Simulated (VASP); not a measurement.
# MnB: structure and properties in VASP, part 6 of 10

What structure does MnB take at this level, and what are its properties? The start is a cell from a database of measured crystal structures.

VASP 6.6.1; PBEsol, DFT+U (Mn d 3 eV), spin-polarised from a ferromagnetic start; plane waves and PAW (Mn_pv, B).

Still holding for the runs below: The magnetic state follows from one typed start and may not be the lowest. A U on the itinerant d states of such a compound is hard to justify; it moves the bands at the Fermi level and favours large moments.

So far, moment of the cell, from the last line of the log (μB): step 2 (relaxing cell and atoms (PBEsol + U)) 11.8; step 3 (second relaxation) 11.6; step 5 (bands along the symmetry lines (PBEsol + U)) 11.6.

## 6. Density of states (PBEsol + U)

Here the states are counted by energy and projected on the atoms. The mesh is finer than in the run before.

The input, INCAR:

```
SYSTEM = MnB
PREC = Accurate
ENCUT = 420
EDIFF = 1E-06
NELM = 100
ISMEAR = -5
SIGMA = 0.05
LREAL = .FALSE.
ALGO = Normal
GGA = PS
NBANDS = 63
ISPIN = 2
MAGMOM = 3.138 3.138 3.138 3.138 -0.189 -0.189 -0.189 -0.189
LDAU = .TRUE.
LDAUTYPE = 2
LDAUL = 2 -1
LDAUU = 3 0
LDAUJ = 0 0
LDAUPRINT = 1
LASPH = .TRUE.
LMAXMIX = 4
LORBIT = 11
LWAVE = .FALSE.
LCHARG = .FALSE.
KPAR = 4
NEDOS = 2001
```

The input, POSCAR:

```
MnB
1.0
    5.7738752562      0.0000000000      0.0000000000
    0.0000000000      2.9376891469      0.0000000000
    0.0000000000      0.0000000000      4.2347672237
Mn B
4 4
Direct
    0.1779605663      0.2500000000      0.1201939108
    0.3220394337      0.7500000000      0.6201939108
    0.6779605663      0.2500000000      0.3798060892
    0.8220394337      0.7500000000      0.8798060892
    0.0327092485      0.2500000000      0.6094652426
    0.4672907515      0.7500000000      0.1094652426
    0.5327092485      0.2500000000      0.8905347574
    0.9672907515      0.7500000000      0.3905347574
```

The input, KPOINTS:

```
Automatic mesh
0
Gamma
6 11 8
0 0 0
```

Potentials, in the order of the species: Mn_pv and B (PBE family, release 64).

Command:

```
mpirun -np 4 vasp_std
```

Log:

```text
[... set-up lines as in an earlier step ...]
 entering main loop
       N       E                     dE             d eps       ncg     rms          rms(c)
DAV:   1     0.695892104744E+03    0.69589E+03   -0.27238E+04 30640   0.112E+03
DAV:   2    -0.159760698202E+02   -0.71187E+03   -0.65799E+03 30255   0.365E+02
DAV:   3    -0.714030435561E+02   -0.55427E+02   -0.53131E+02 33036   0.113E+02
DAV:   4    -0.723287584941E+02   -0.92571E+00   -0.92178E+00 33529   0.149E+01
DAV:   5    -0.723367671127E+02   -0.80086E-02   -0.80077E-02 32321   0.138E+00    0.399E+01
DAV:   6    -0.650927114320E+02    0.72441E+01   -0.45321E+01 33894   0.653E+01    0.315E+01
DAV:   7    -0.593205675564E+02    0.57721E+01   -0.17928E+01 33386   0.356E+01    0.113E+01
DAV:   8    -0.595154802921E+02   -0.19491E+00   -0.59769E-01 33187   0.321E+00    0.579E+00
DAV:   9    -0.596145399120E+02   -0.99060E-01   -0.32223E-01 35023   0.318E+00    0.337E+00
DAV:  10    -0.596348575247E+02   -0.20318E-01   -0.11426E-01 33787   0.179E+00    0.196E+00
DAV:  11    -0.596484599597E+02   -0.13602E-01   -0.12129E-02 32864   0.969E-01    0.661E-01
DAV:  12    -0.596500986412E+02   -0.16387E-02   -0.26658E-03 32627   0.258E-01    0.206E-01
DAV:  13    -0.596502247949E+02   -0.12615E-03   -0.29853E-04 33579   0.763E-02    0.115E-01
DAV:  14    -0.596502351960E+02   -0.10401E-04   -0.33850E-05 35361   0.311E-02    0.528E-02
DAV:  15    -0.596502282730E+02    0.69231E-05   -0.11770E-05 33422   0.270E-02    0.133E-02
DAV:  16    -0.596502228995E+02    0.53734E-05   -0.25453E-06 26018   0.726E-03    0.626E-03
DAV:  17    -0.596502195402E+02    0.33593E-05   -0.52751E-07 16959   0.352E-03    0.262E-03
DAV:  18    -0.596502183883E+02    0.11519E-05   -0.16486E-07 16373   0.175E-03    0.176E-03
DAV:  19    -0.596502188676E+02   -0.47927E-06   -0.16815E-08 16058   0.805E-04
   1 F= -.59650219E+02 E0= -.59650219E+02  d E =0.000000E+00  mag=    11.5480
 -----------------------------------------------------------------------------
|                                                                             |
|           W    W    AA    RRRRR   N    N  II  N    N   GGGG   !!!           |
|           W    W   A  A   R    R  NN   N  II  NN   N  G    G  !!!           |
|           W    W  A    A  R    R  N N  N  II  N N  N  G       !!!           |
|           W WW W  AAAAAA  RRRRR   N  N N  II  N  N N  G  GGG   !            |
|           WW  WW  A    A  R   R   N   NN  II  N   NN  G    G                |
|           W    W  A    A  R    R  N    N  II  N    N   GGGG   !!!           |
|                                                                             |
|     Tetrahedron method does not include variations of the Fermi             |
|     occupations, so forces and stress will be inaccurate. We suggest        |
|     using a different smearing scheme ISMEAR = 1 or 2 for metals in         |
|     relaxations.                                                            |
|                                                                             |
 -----------------------------------------------------------------------------
```

Wall time 79 s (4 MPI ranks of Intel Xeon 6975P-C (Granite Rapids), shared host); peak memory 2.3 GiB; 5.2 min of CPU time.

OUTCAR, selected parts (step 6):

```text
   k-points           NKPTS =    120   k-points in BZ     NKDIM =    120   number of bands    NBANDS=     63

   NELECT =      64.0000    total number of electrons

atom =   1  type =  1  l = 2

 onsite density matrix

spin component  1

  0.7639  0.0357  0.0000  0.0000 -0.0000
  0.0357  0.8521  0.0000  0.0000  0.0000
  0.0000  0.0000  0.8235 -0.0061 -0.0007
  0.0000  0.0000 -0.0061  0.8117  0.0107
 -0.0000  0.0000 -0.0007  0.0107  0.8920

spin component  2

  0.2410 -0.0218 -0.0000 -0.0000 -0.0000
 -0.0218  0.2142 -0.0000 -0.0000 -0.0000
 -0.0000 -0.0000  0.2015 -0.0008 -0.0064
 -0.0000 -0.0000 -0.0008  0.2039 -0.0041
 -0.0000 -0.0000 -0.0064 -0.0041  0.1589

 occupancies and eigenvectors

  o =  0.1576  v =  0.0000  0.0000  0.0000  0.0000  0.0000  0.0000  0.0000 -0.1453 -0.0892 -0.9854      0.0000  0.0000  0.0000  0.0000  0.0000  0.0000  0.0000  0.0000  0.0000  0.0000
  o =  0.2020  v =  0.0000  0.0000  0.0000  0.0000  0.0000  0.4885  0.8726  0.0000  0.0000  0.0000      0.0000  0.0000  0.0000  0.0000  0.0000  0.0000  0.0000  0.0000  0.0000  0.0000
  o =  0.2025  v =  0.0000  0.0000  0.0000  0.0000  0.0000  0.0000  0.0000 -0.9806 -0.1194  0.1554      0.0000  0.0000  0.0000  0.0000  0.0000  0.0000  0.0000  0.0000  0.0000  0.0000
  o =  0.2043  v =  0.0000  0.0000  0.0000  0.0000  0.0000  0.0000 -0.0000 -0.1316  0.9888 -0.0701      0.0000  0.0000  0.0000  0.0000  0.0000  0.0000  0.0000  0.0000  0.0000  0.0000
  o =  0.2532  v =  0.0000  0.0000  0.0000  0.0000  0.0000 -0.8726  0.4885  0.0000  0.0000  0.0000      0.0000  0.0000  0.0000  0.0000  0.0000  0.0000  0.0000  0.0000  0.0000  0.0000
  o =  0.7512  v = -0.9426  0.3339  0.0000  0.0000 -0.0000  0.0000  0.0000  0.0000  0.0000  0.0000      0.0000  0.0000  0.0000  0.0000  0.0000  0.0000  0.0000  0.0000  0.0000  0.0000
  o =  0.8080  v =  0.0000 -0.0000  0.3576  0.9268 -0.1151  0.0000  0.0000  0.0000  0.0000  0.0000      0.0000  0.0000  0.0000  0.0000  0.0000  0.0000  0.0000  0.0000  0.0000  0.0000
  o =  0.8258  v =  0.0000 -0.0000  0.9337 -0.3520  0.0660  0.0000  0.0000  0.0000  0.0000  0.0000      0.0000  0.0000  0.0000  0.0000  0.0000  0.0000  0.0000  0.0000  0.0000  0.0000
  o =  0.8647  v = -0.3339 -0.9426 -0.0000 -0.0000  0.0000  0.0000  0.0000  0.0000  0.0000  0.0000      0.0000  0.0000  0.0000  0.0000  0.0000  0.0000  0.0000  0.0000  0.0000  0.0000
  o =  0.8934  v =  0.0000  0.0000 -0.0207  0.1311  0.9912  0.0000  0.0000  0.0000  0.0000  0.0000      0.0000  0.0000  0.0000  0.0000  0.0000  0.0000  0.0000  0.0000  0.0000  0.0000

atom =   2  type =  1  l = 2

 onsite density matrix

spin component  1

  0.7639 -0.0357 -0.0000 -0.0000 -0.0000
 -0.0357  0.8521 -0.0000  0.0000 -0.0000
 -0.0000 -0.0000  0.8235  0.0061 -0.0007
 -0.0000  0.0000  0.0061  0.8117 -0.0107
 -0.0000 -0.0000 -0.0007 -0.0107  0.8920

spin component  2

  0.2410  0.0218  0.0000 -0.0000 -0.0000
  0.0218  0.2142  0.0000  0.0000  0.0000
  0.0000  0.0000  0.2015  0.0008 -0.0064
 -0.0000  0.0000  0.0008  0.2039  0.0041
 -0.0000  0.0000 -0.0064  0.0041  0.1589

 occupancies and eigenvectors

  o =  0.1576  v =  0.0000  0.0000  0.0000  0.0000  0.0000  0.0000  0.0000 -0.1453  0.0892 -0.9854      0.0000  0.0000  0.0000  0.0000  0.0000  0.0000  0.0000  0.0000  0.0000  0.0000
  o =  0.2020  v =  0.0000  0.0000  0.0000  0.0000  0.0000 -0.4885  0.8726  0.0000 -0.0000 -0.0000      0.0000  0.0000  0.0000  0.0000  0.0000  0.0000  0.0000  0.0000  0.0000  0.0000
  o =  0.2025  v =  0.0000  0.0000  0.0000  0.0000  0.0000  0.0000 -0.0000  0.9806 -0.1194 -0.1554      0.0000  0.0000  0.0000  0.0000  0.0000  0.0000  0.0000  0.0000  0.0000  0.0000
  o =  0.2043  v =  0.0000  0.0000  0.0000  0.0000  0.0000  0.0000  0.0000  0.1316  0.9888  0.0701      0.0000  0.0000  0.0000  0.0000  0.0000  0.0000  0.0000  0.0000  0.0000  0.0000
  o =  0.2532  v =  0.0000  0.0000  0.0000  0.0000  0.0000 -0.8726 -0.4885 -0.0000  0.0000  0.0000      0.0000  0.0000  0.0000  0.0000  0.0000  0.0000  0.0000  0.0000  0.0000  0.0000
[...]
o =  0.2020  v =  0.0000  0.0000  0.0000  0.0000  0.0000  0.4885  0.8726  0.0000 -0.0000  0.0000      0.0000  0.0000  0.0000  0.0000  0.0000  0.0000  0.0000  0.0000  0.0000  0.0000
  o =  0.2025  v =  0.0000  0.0000  0.0000  0.0000  0.0000  0.0000  0.0000 -0.9806 -0.1194  0.1554      0.0000  0.0000  0.0000  0.0000  0.0000  0.0000  0.0000  0.0000  0.0000  0.0000
  o =  0.2043  v =  0.0000  0.0000  0.0000  0.0000  0.0000  0.0000 -0.0000  0.1316 -0.9888  0.0701      0.0000  0.0000  0.0000  0.0000  0.0000  0.0000  0.0000  0.0000  0.0000  0.0000
  o =  0.2532  v =  0.0000  0.0000  0.0000  0.0000  0.0000 -0.8726  0.4885  0.0000 -0.0000  0.0000      0.0000  0.0000  0.0000  0.0000  0.0000  0.0000  0.0000  0.0000  0.0000  0.0000
  o =  0.7512  v = -0.9426  0.3339  0.0000 -0.0000 -0.0000  0.0000  0.0000  0.0000  0.0000  0.0000      0.0000  0.0000  0.0000  0.0000  0.0000  0.0000  0.0000  0.0000  0.0000  0.0000
  o =  0.8080  v =  0.0000 -0.0000 -0.3576 -0.9268  0.1151  0.0000  0.0000  0.0000  0.0000  0.0000      0.0000  0.0000  0.0000  0.0000  0.0000  0.0000  0.0000  0.0000  0.0000  0.0000
  o =  0.8258  v =  0.0000  0.0000 -0.9337  0.3520 -0.0660  0.0000  0.0000  0.0000  0.0000  0.0000      0.0000  0.0000  0.0000  0.0000  0.0000  0.0000  0.0000  0.0000  0.0000  0.0000
  o =  0.8647  v = -0.3339 -0.9426 -0.0000  0.0000  0.0000  0.0000  0.0000  0.0000  0.0000  0.0000      0.0000  0.0000  0.0000  0.0000  0.0000  0.0000  0.0000  0.0000  0.0000  0.0000
  o =  0.8934  v =  0.0000  0.0000 -0.0207  0.1311  0.9912  0.0000  0.0000  0.0000  0.0000  0.0000      0.0000  0.0000  0.0000  0.0000  0.0000  0.0000  0.0000  0.0000  0.0000  0.0000

 E-fermi :   9.2156

 spin component 1
 k-point     1 :       0.0000    0.0000    0.0000
  band No.  band energies     occupation
    ...
     34       7.2055      1.00000
     35       7.2350      1.00000
     36       7.5668      1.00000
     37       8.0097      1.00000
     38       8.2942      1.00000
     39      10.6522      0.00000
     40      11.0530      0.00000
     41      11.4636      0.00000
     42      11.4683      0.00000
     43      13.4394      0.00000
    ...

 k-point     2 :       0.1667    0.0000    0.0000
  band No.  band energies     occupation
    ...
     34       7.1194      1.00000
     35       7.4274      1.00000
     36       7.5222      1.00000
     37       7.8717      1.00000
     38       8.7083      1.05146
     39      10.7066      0.00000
     40      11.0613      0.00000
     41      11.2551      0.00000
     42      11.3155      0.00000
     43      13.6383      0.00000
    ...

  Total       -0.2486269     -0.0017965     -0.2998165      0.0000000      0.0000000      0.0000000
  in kB       -5.5456931     -0.0400704     -6.6874934      0.0000000      0.0000000      0.0000000
  external PRESSURE =      -4.0910856 kB  Pullay stress =       0.0000000 kB

 POSITION                                       TOTAL-FORCE (eV/Angst)
 -----------------------------------------------------------------------------------
      1.02752      0.73442      0.50899         0.020980     -0.000000      0.019918
      1.85942      2.20327      2.62638        -0.020980     -0.000000      0.019918
      3.91446      0.73442      1.60839         0.020980     -0.000000     -0.019918
      4.74635      2.20327      3.72577        -0.020980      0.000000     -0.019918
      0.18886      0.73442      2.58094         0.011540     -0.000000      0.039137
      2.69808      2.20327      0.46356        -0.011540     -0.000000      0.039137
      3.07580      0.73442      3.77121         0.011540     -0.000000     -0.039137
      5.58502      2.20327      1.65382        -0.011540     -0.000000     -0.039137
 -----------------------------------------------------------------------------------
    total drift:                               -0.000000      0.000000      0.000000

  FREE ENERGIE OF THE ION-ELECTRON SYSTEM (eV)
  ---------------------------------------------------
  free  energy   TOTEN  =       -59.6502188676 eV

  energy  without entropy=      -59.6502188676  energy(sigma->0) =      -59.65021887

 magnetization (x)
# of ion       s       p       d       tot
------------------------------------------
    1        0.004   0.000   3.119   3.124
    2        0.004   0.000   3.119   3.124
    3        0.004   0.000   3.119   3.124
    4        0.004   0.000   3.119   3.124
    5       -0.038  -0.152   0.000  -0.190
    6       -0.038  -0.152   0.000  -0.190
    7       -0.038  -0.152   0.000  -0.190
    8       -0.038  -0.152   0.000  -0.190
--------------------------------------------------
tot         -0.136  -0.608  12.477  11.733

[... 7 parts as in an earlier step ...]

[... 14 further parts left out ...]
```

With tetrahedra the forces and stress of a metal are not exact derivatives of the energy.

This step gave:

| Item | Value |
| --- | --- |
| SCF cycles | 19 |
| irreducible k-points | 120 |
| free energy (TOTEN) | -59.6502 eV |
| Fermi energy | 9.216 eV |
| pressure | -0.4091 GPa |
| moment of the cell, from the last line of the log | 11.55 μB |
| DOS at the Fermi level | 3.043 states/eV/cell |

The density of states has structure finer than the step of the table below, so its rows give means over 1 eV, whole bins alone (the curve runs from -12.0 to 6.21 eV). Peaks (eV: height): total up -4.9: 4.26, -4.7: 7.50, -2.4: 7.98, 2.7: 2.25; total down 2.3: 5.01, 2.8: 6.52, 3.9: 5.16, 5.3: 4.23; Mn d up -4.7: 4.83, -2.4: 7.25; Mn d down 2.3: 4.39, 2.8: 5.97, 3.8: 4.34, 5.3: 2.67; B p up -4.9: 0.627, -4.7: 0.892, 2.8: 0.474, 4.7: 0.489.

States under -12.0 eV and over 6.2 eV are left out. Density of states against energy, zero at the Fermi level; means over each step; 7 of 12 lines; values in states/eV/cell:

| energy (eV) | total up | total down | Mn d up | Mn d down | B p up | B p down | Mn p up |
| --- | --- | --- | --- | --- | --- | --- | --- |
| -11 | 0.788 | 0.757 | 0.0514 | 0.0249 | 0.0500 | 0.0471 | 0.0454 |
| -10 | 0.557 | 0.504 | 0.0638 | 0.0263 | 0.0648 | 0.0585 | 0.0283 |
| -9 | 0.285 | 0.299 | 0.0478 | 0.0224 | 0.0437 | 0.0476 | 0.0139 |
| -8 | 0.801 | 0.441 | 0.158 | 0.0369 | 0.128 | 0.0869 | 0.0355 |
| -7 | 1.09 | 0.949 | 0.305 | 0.0817 | 0.147 | 0.185 | 0.0475 |
| -6 | 1.93 | 0.874 | 0.775 | 0.110 | 0.307 | 0.181 | 0.0892 |
| -5 | 3.78 | 1.25 | 2.29 | 0.179 | 0.502 | 0.337 | 0.136 |
| -4 | 5.39 | 1.55 | 3.83 | 0.288 | 0.373 | 0.488 | 0.216 |
| -3 | 2.69 | 2.07 | 2.34 | 0.539 | 0.0857 | 0.646 | 0.0308 |
| -2 | 5.74 | 2.26 | 5.17 | 0.917 | 0.145 | 0.510 | 0.0645 |
| -1 | 1.32 | 1.80 | 0.932 | 1.12 | 0.147 | 0.116 | 0.0625 |
| 0 | 1.44 | 1.96 | 0.860 | 1.44 | 0.253 | 0.0882 | 0.0817 |
| 1 | 1.38 | 1.49 | 0.694 | 1.20 | 0.317 | 0.0600 | 0.0803 |
| 2 | 0.696 | 3.57 | 0.314 | 3.06 | 0.168 | 0.117 | 0.0393 |
| 3 | 1.47 | 4.23 | 0.587 | 3.86 | 0.345 | 0.0888 | 0.0869 |
| 4 | 0.687 | 3.01 | 0.236 | 2.44 | 0.193 | 0.278 | 0.0437 |
| 5 | 1.22 | 1.95 | 0.326 | 1.30 | 0.404 | 0.290 | 0.0807 |

The finer mesh and the other smearing move the Fermi level by -0.01 eV from the 4×8×5 run, a small shift, which tests the Fermi level alone. Of the states within 0.3 eV of the Fermi level, the largest shares in the PAW spheres are Mn d 67 % and B p 10 %. The rest lies in smaller channels or between the spheres.

(Part 6 of 10 ends here.)

[Lines on the potential files, build, host, timing and source positions are cut from VASP's logs without a mark.]

[Logs are printed without paths, hosts, clocks, repeated set-up lines and the standing remarks that a program may print on its own settings, such as how far it seeks lower states.]

[Hosts, paths, dates, database ids (printed as entryN), source tags and the programs' standing remarks are cut or masked in the printed files.]

[A measured line is paired with the nearest computed mode of its activity, which favours agreement.]
